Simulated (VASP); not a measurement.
OSZICAR of a VASP run on AlN (zinc blende):

OSZICAR:
```
       N       E                     dE             d eps       ncg     rms          rms(c)
DAV:   1     0.140775925493E+02    0.14078E+02   -0.33798E+03  4048   0.282E+02
DAV:   2    -0.182768197381E+02   -0.32354E+02   -0.31243E+02  5320   0.880E+01
DAV:   3    -0.189335435303E+02   -0.65672E+00   -0.65498E+00  5048   0.990E+00
DAV:   4    -0.189356771879E+02   -0.21337E-02   -0.21336E-02  4920   0.671E-01
DAV:   5    -0.189356886584E+02   -0.11470E-04   -0.11470E-04  5240   0.423E-02    0.873E+00
DAV:   6    -0.164467226483E+02    0.24890E+01   -0.95078E+00  4608   0.803E+00    0.283E+00
DAV:   7    -0.164063034565E+02    0.40419E-01   -0.10783E-01  5240   0.141E+00    0.202E+00
DAV:   8    -0.163768751726E+02    0.29428E-01   -0.29930E-02  5080   0.791E-01    0.575E-01
DAV:   9    -0.163756383508E+02    0.12368E-02   -0.16765E-03  4984   0.159E-01    0.222E-01
DAV:  10    -0.163756128124E+02    0.25538E-04   -0.96408E-05  5104   0.451E-02    0.191E-02
DAV:  11    -0.163756119254E+02    0.88703E-06   -0.26518E-06  5208   0.442E-03    0.731E-03
DAV:  12    -0.163756119447E+02   -0.19296E-07   -0.45670E-08  4632   0.919E-04
   1 F= -.16375612E+02 E0= -.16375612E+02  d E =-.122250E-40
 imaginary and real dielectric function
```

Problem. Which electronic solver shows in the log?

Solution. It is blocked Davidson (ALGO = Normal, or the opening steps of other solvers). The INCAR had ALGO = Normal.

Problem. Can the final energy be trusted as converged?

Solution. The calculation finished and met its thresholds. It stopped with EDIFF = 1E-7, NELM = 100 (LDA (Ceperley-Alder, Perdew-Zunger), plane waves, VASP's LDA PAW potentials (set 64)).

The compound is AlN in the zinc blende structure, a metastable form; wurtzite is the usual one. It was relaxed first.
